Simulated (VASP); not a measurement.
Input:

```xyz
8
Lattice="0.0000 3.1455 3.1455 3.1455 0.0000 3.1455 12.6538 12.6538 -0.0719" Properties=species:S:1:pos:R:3 pbc="T T T"
Hg    12.5110    12.5110     0.0709
Hg     3.1476     3.1476    -0.0021
Hg     9.5713     9.5713     6.1561
Te     1.5406     1.5406     1.6048
Te     4.8232     4.8232     1.4678
Te     8.0960     8.0960     1.3404
Te    10.8938    10.8938     1.6880
Be     9.4861     9.4861    -0.0497
```

Calculation: PBEsol GGA, VASP's PBE PAW potentials (set 64) (plane waves; VASP). Numerical set-up: 400 eV cut-off, Gaussian smearing of 0.050 eV, potentials Hg Te Be.

Give the energies of bands 22 to 35 at the high-symmetry points, in eV from the Fermi level.

```
band      Γ      T     H2      L     S0      F
----  -----  -----  -----  -----  -----  -----
22    -3.37  -2.34  -5.41  -5.36  -5.41  -5.22
23    -1.83  -1.83  -4.65  -4.81  -4.64  -4.74
24    -1.83  -1.83  -3.64  -2.84  -3.64  -2.91
25    -0.69  -1.60  -3.25  -2.81  -3.25  -2.83
26    -0.69  -0.78  -2.98  -2.77  -2.99  -2.83
27    -0.49  -0.78  -2.77  -2.07  -2.76  -2.46
28    -0.49  -0.32  -2.20  -2.01  -2.23  -1.85
29    -0.45  -0.32  -2.08  -1.96  -2.07  -1.62
30    -0.26  -0.09  -1.95  -1.30  -1.96  -1.27
31     0.00  -0.09  -1.75  -1.12  -1.74  -0.95
32     0.00   0.60   1.96   1.37   1.93   0.63
33     1.10   0.99   2.13   1.53   2.16   1.61
34     1.23   1.21   2.44   1.67   2.42   1.77
35     1.51   1.47   3.37   2.26   3.37   2.40
```

It has no gap at this level: it comes out as a metal or semimetal.

The structure was generated: BeHg3Te4 was put into an ordered model structure (R3m), which need not be its known phase. It was relaxed first.
